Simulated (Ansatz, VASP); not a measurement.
## Cross-check of NaSrH3 between VASP and Ansatz

One calculation is typed for both programs; each brings its own data sets. How far apart do they land? The cell is generated by rule, not measured, and may not be a known phase. The cell is taken from a series of runs on this material, whose earlier steps may have relaxed, scaled, displaced or heated it; both programs get it as it stands.

Calculated with Ansatz 0.2.0; plane waves, with VASP 6.6.1 beside it; zone-centre phonons at PBEsol.

The structure was built from a prototype and need not be the compound's stable phase.

### Step 1. Set-up

The structure is cubic, space group Pm-3m (No. 221). Conventional cell: a = 4.642 Å, b = 4.642 Å, c = 4.642 Å, α = 90.00°, β = 90.00°, γ = 90.00°. Nearest to Na lie 12 H at 3.28 Å. Sr has 6 H at 2.32 Å nearest. H has 2 Sr at 2.32 Å nearest. Farther neighbours are not listed.

### Step 2. Ansatz: zone-centre phonons, PBEsol

Ansatz runs on its PAW soft_1 files.

Second derivatives magnify differences that forces hide, and they need a tight electronic threshold.

input.yaml reads:

```yaml
crystal:
  lattice:
    - [4.6424375156, 0.0, 0.0]
    - [0.0, 4.6424375156, 0.0]
    - [0.0, 0.0, 4.6424375156]
  atoms:
    - { symbol: Na, position: [0.0, 0.0, 0.0] }
    - { symbol: Sr, position: [0.5, 0.5, 0.5] }
    - { symbol: H, position: [0.5, 0.5, 0.0] }
    - { symbol: H, position: [0.5, 0.0, 0.5] }
    - { symbol: H, position: [0.0, 0.5, 0.5] }
kpoints:
  mp_grid: { grid: [8, 8, 8] }
hamiltonian:
  xc: pbesol
  pseudopotentials: { kind: paw, azcp: { folder: soft_1 }, xc_functional: pbe }
scf:
  occupations: { method: fixed }
output:
  eigenvalues: true
phonons:
  method: dfpt
  dielectric: true
  rigid_motions: translations
```

Run with:

```sh
$ ansatz run input.yaml --threads 4 --pin off --max-ram 16384MiB --backend cpu --events-out ev --progress --plain --runs-dir out
```

Numbers of over 12 decimals in the logs are rounded to 6 here.

The program printed:

```text
Engine: ansatz 0.2.0, aarch64-unknown-linux-gnu
Pseudopotentials: kind: paw
Pseudopotential: Na, paw, valence charge 9, recommended cutoff 420 eV (normal), soft_1/Na.paw.azcp
Pseudopotential: Sr, paw, valence charge 10, recommended cutoff 420 eV (normal), soft_1/Sr.paw.azcp
Pseudopotential: H, paw, valence charge 1, recommended cutoff 420 eV (normal), soft_1/H.paw.azcp
Functional definition: PBEsol
  exchange = pbesol_x
  correlation = pbesol_c
Crystal: 5 atoms, lattice volume = 100.055 Å³
Basis set: ecut = 420 eV, 1935 PW (Γ), exchange–correlation on 64×64×64 points (8 copies of the dense FFT grid, shifted against one another)
Bands: 16, of which v1, the nominal top of the filled ones, is band 11 counted from 1 (10 counted from 0)
Symmetry: 48 space group operations
k-points: 170 of 512 (irreducible under 2 space group operations, time reversal used)
Non-local potential: Na, projectors of the file, l = 0: 3, l = 1: 2, l = 2: 1
Non-local potential: Sr, projectors of the file, l = 0: 3, l = 1: 2, l = 2: 2
Non-local potential: H, projectors of the file, l = 0: 2, l = 1: 1
PAW form: soft (Blöchl's): semilocal exchange-correlation on the pseudo side does not see the compensation charge
PAW frozen core: Na, regenerated for the run's functional, and the local potential with it (the file was generated under x = pbe(κ = 0.804, μ = 0.219515), c = pbe(β = 0.066725))
PAW frozen core: Sr, regenerated for the run's functional, and the local potential with it (the file was generated under x = pbe(κ = 0.804, μ = 0.219515), c = pbe(β = 0.066725))
PAW one-centre angular grid: Na, 110 points (default); XC on 64 Gauss nodes
PAW one-centre angular grid: Sr, 110 points (default); XC on 64 Gauss nodes
PAW one-centre angular grid: H, 110 points (default); XC on 64 Gauss nodes
Initial density: superposition of atomic densities (chi_scale 0.1, normalization cell, long waves kept (reshape's long-wave potential 0.00 eV rms))
Initial wavefunctions: pseudopotential atomic-orbital guess
Functional: x = pbesol(κ = 0.804, μ = 0.123457), c = pbesol(β = 0.046)
SCF iter   1: F=—  HF=-5017.248631 eV  |F-HF|=—  |Δ(HF+E_count)|=         —  Δρ=5.20e-2  dr2=3.94e0  ethr=3.10e-3  ⟨swp⟩=6.0  Hψ=14337  notcnv=0  defer=277
preconditioner: auto → Resta (q_TF=auto, 2.120 Å⁻¹)  ε∞=2.7  [insulator: Δε(μ)=3.233 eV  Ē_g=6.949 eV  n_scr=18 (ndim 8)  ℏωp=9.1 eV  f_vac=0.000  ε∞_Penn≈2.7]
SCF iter   2: F=—  HF=-5016.095671 eV  |F-HF|=—  |Δ(HF+E_count)|=    1.15e0  Δρ=2.07e-2  dr2=9.33e-1  ethr=3.10e-3  ⟨swp⟩=2.4  Hψ=5181  notcnv=0  defer=447
SCF iter   3: F=—  HF=-5015.777431 eV  |F-HF|=—  |Δ(HF+E_count)|=   3.18e-1  Δρ=4.65e-3  dr2=3.13e-2  ethr=3.10e-3  ⟨swp⟩=3.0  Hψ=3870  notcnv=0  defer=431
SCF iter   4: F=—  HF=-5015.772270 eV  |F-HF|=—  |Δ(HF+E_count)|=   5.16e-3  Δρ=1.90e-3  dr2=2.47e-3  ethr=1.42e-4  ⟨swp⟩=3.1  Hψ=5096  notcnv=0  defer=478
SCF iter   5: F=—  HF=-5015.771261 eV  |F-HF|=—  |Δ(HF+E_count)|=   1.01e-3  Δρ=3.04e-4  dr2=1.23e-4  ethr=1.12e-5  ⟨swp⟩=2.6  Hψ=4961  notcnv=0  defer=482
SCF iter   6: F=—  HF=-5015.771299 eV  |F-HF|=—  |Δ(HF+E_count)|=   3.75e-5  Δρ=7.41e-5  dr2=7.97e-6  ethr=5.61e-7  ⟨swp⟩=2.9  Hψ=4440  notcnv=0  defer=477
SCF iter   7: F=—  HF=-5015.771299 eV  |F-HF|=—  |Δ(HF+E_count)|=   7.95e-7  Δρ=6.79e-6  dr2=5.58e-8  ethr=3.62e-8  ⟨swp⟩=2.0  Hψ=3168  notcnv=0  defer=464
SCF iter   8: F=—  HF=-5015.771297 eV  |F-HF|=—  |Δ(HF+E_count)|=   2.26e-6  Δρ=1.92e-6  dr2=4.54e-9  ethr=2.54e-10  ⟨swp⟩=2.0  Hψ=4466  notcnv=0  defer=383
SCF iter   9: F=-5015.771297 eV  HF=-5015.771297 eV  |F-HF|=6.82e-11  |Δ(HF+E_count)|=   2.22e-9  Δρ=1.82e-7  dr2=4.44e-11  ethr=1.00e-12  ⟨swp⟩=15.2  Hψ=24998  notcnv=0
SCF 1 converged in 9 iterations: F = -5015.771297 eV  dr2 = 4.44e-11
  Residual-converged pass: ⟨swp⟩=1.1  Hψ=3416  notcnv=0  max |occ|·‖R‖ = 7.1e-9 eV (tolerance 1.0e-8 eV)  dr2=4.44e-11  dr2_onsite=2.15e-13  max |Δocc| = 0.0e0
  greatest PAW one-centre occupation: 0.999 electrons in one spin orbital (limit 2), on the Na atom at site 0 (counted from 0), in its partial waves of l = 0
DFPT response loops at Γ: preconditioner auto → none (the input reference at scf.mixing.eps_inf says where Resta's filter doesn't serve); β = 0.50; Broyden in place of MSR1
── the response to a field inside a basis, on 8×8×8 k-points: an SCF that follows is theirs, and a resumed run solves both again ──
Bands: 12, of which v1, the nominal top of the filled ones, is band 11 counted from 1 (10 counted from 0)
k-points: 20 of 512
Initial density: handed on by an earlier stage of this run
Initial wavefunctions: pseudopotential atomic-orbital guess (no wavefunctions were taken with the density)
Eigensolver: Dense (20 Hₖ)
SCF iter   1: F=—  HF=-5015.768898 eV  |F-HF|=—  |Δ(HF+E_count)|=         —  Δρ=1.28e-4  dr2=3.33e-6  ethr=1.00e-1
preconditioner: auto → Resta (q_TF=auto, 2.120 Å⁻¹)  ε∞=6.2  [insulator: Δε(μ)=2.014 eV  Ē_g=3.972 eV  n_scr=18 (ndim 8)  ℏωp=9.1 eV  f_vac=0.000  ε∞_Penn≈6.2]
SCF iter   2: F=—  HF=-5015.768900 eV  |F-HF|=—  |Δ(HF+E_count)|=   2.50e-6  Δρ=6.71e-5  dr2=9.43e-7  ethr=1.51e-8
SCF iter   3: F=-5015.768901 eV  HF=-5015.768901 eV  |F-HF|=2.80e-9  |Δ(HF+E_count)|=   1.11e-6  Δρ=4.28e-6  dr2=1.88e-8  ethr=4.29e-9
SCF 1 converged in 3 iterations: F = -5015.768901 eV  dr2 = 1.88e-8
DFPT response loops at Γ: mixed as the last ones told, above
SCF converged after 9 iterations
Free energy (F): -5015.771297 eV
Harris-Foulkes:  -5015.771297 eV  (|F-HF|=6.82e-11)
Internal energy: -5015.771297 eV  (E = F + TS)
E sigma→0 (E₀):  -5015.771297 eV
Fermi energy:    1.133155 eV
--- Per-component energies (eV) ---
  E_band       = -382.865941
  E_kinetic    = 384.817755
  E_local      = -2412.431773  (includes V_loc(G=0)·N_el)
  E_nonlocal   = 514.796108
  E_hartree    = 754.030511
  E_xc         = -235.424657
  E_vxc        = -235.287476  (∫ρ·V_xc dr)
  E_paw        = -2925.095868  (= ΣΔE_a)
  E_vpaw       = -142.818835  (= ΣTr[D̂ρ^β])
  E_aug_tail   = -0.002774  (compensation charges beyond the density's cutoff)
  E_ewald      = -1096.649640
  E_core_change = 0.189042  (= ΣΔE_core)
  E_smearing   = -0.000000  (= −TS)
  E_closure    = 0.000000  (closes the sum)
  Σ components = -5015.771297   (vs F -5015.771297, Δ=0.00e0)
--- Band table (eV; the first three rows and the last of 170) ---
  k-point 0: bands = [... 7 lower, -13.7605, -2.0023, 0.2216, 0.2216, 6.6682, 7.1563, 7.1563, 7.1563, ... 1 higher]
  k-point 1: bands = [... 7 lower, -13.7598, -1.8929, 0.2421, 0.2632, 5.9779, 6.8949, 6.8949, 7.7622, ... 1 higher]
  k-point 2: bands = [... 7 lower, -13.7581, -1.6033, 0.2929, 0.3325, 5.3445, 6.5038, 6.5038, 8.0250, ... 1 higher]
  k-point 169: bands = [... 7 lower, -13.8573, 1.1332, 1.1332, 1.1332, 3.8933, 3.8933, 3.8933, 5.9331, ... 1 higher]
--- Phonons (Γ-DFPT): 4 representative perturbations + reference, on 170 of 512 k-points (Σ response iterations 14) ---
  k mesh reduced under 2 symmetry operations, with k and −k counted as one. Each operation leaves every solved perturbation unchanged. A smaller set is not considered because the run solves the response to a homogeneous field
  ASR residual: 1.621e-4 → 0.000e0 eV/Å²; symmetrization residual: 5.933e-7 eV/Å²
  ASR residual per site (eV/Å²): 1.62e-4 1.61e-4 3.11e-5 3.11e-5 3.11e-5
  Γ frequencies (cm⁻¹): -346.45 -346.45 -346.45 -277.51 -277.51 -277.51 0.00 0.00 0.00 187.00 187.00 187.00 1232.77 1232.77 1232.77
  ε∞ (high-frequency dielectric tensor):
        3.555389    -0.000000     0.000000
       -0.000000     3.555389     0.000000
        0.000000     0.000000     3.555389
  softest optical mode at Γ: -346.45 cm⁻¹; the repairs (sum rule, projections) moved no ω² at Γ by more than (3.29 cm⁻¹)²
  Born effective charges Z* (e; rows j = field, columns β = displacement):
    site 0:
         1.32748   -0.00000   -0.00000
         0.00000    1.32748    0.00000
         0.00000    0.00000    1.32748
    site 1:
         1.63535    0.00000   -0.00000
        -0.00000    1.63535    0.00000
         0.00000    0.00000    1.63535
    site 2:
        -0.96453   -0.00000   -0.00000
         0.00000   -0.96453    0.00000
        -0.00000    0.00000   -1.03377
    site 3:
        -0.96453   -0.00000   -0.00000
         0.00000   -1.03377    0.00000
         0.00000    0.00000   -0.96453
    site 4:
        -1.03377   -0.00000    0.00000
         0.00000   -0.96453    0.00000
         0.00000   -0.00000   -0.96453
  Z* charge neutrality: 1.767e-3 e pre-enforcement
  solved inside a basis spanned on kpoints, on 8×8×8 k-points, its susceptibility summed on 12×12×12: ε∞ is read to err by 8.7e-3, Z* by 1.1e-2 e (field_mesh: kpoints solves on kpoints); Z* is corrected for what the basis lacks
  optical modes at Γ without the LO–TO term, one row a degenerate level:
      ω (cm⁻¹)  modes    IR ((D/Å)²/amu)
       -346.45      3             0.0000
       -277.51      3           118.7344
        187.00      3            22.9037
       1232.77      3            66.9159
  optical modes at Γ + LO–TO along q̂ = [1.0000, 0.0000, 0.0000]:
      ω (cm⁻¹)  modes    IR ((D/Å)²/amu)
       -346.45      3             0.0000
       -277.51      2            79.1563
[...]
optical modes at Γ + LO–TO along q̂ = [0.0000, 1.0000, 0.0000]:
      ω (cm⁻¹)  modes    IR ((D/Å)²/amu)
[...]
1295.95      1            31.2734
  optical modes at Γ + LO–TO along q̂ = [0.0000, 0.0000, 1.0000]:
      ω (cm⁻¹)  modes    IR ((D/Å)²/amu)
       -346.45      3             0.0000
       -277.51      2            79.1563
         89.77      1             1.7365
        187.00      2            15.2691
        454.90      1            36.5081
       1232.77      2            44.6106
       1295.95      1            31.2734
```

(Part 1 of 3 ends here.)

[Lines on the potential files, build, host, timing and source positions are cut from VASP's logs without a mark.]

[Logs are printed without paths, hosts, clocks, repeated set-up lines and the standing remarks that a program may print on its own settings, such as how far it seeks lower states.]

[Hosts, paths, dates, database ids (printed as entryN), source tags and the programs' standing remarks are cut or masked in the printed files.]
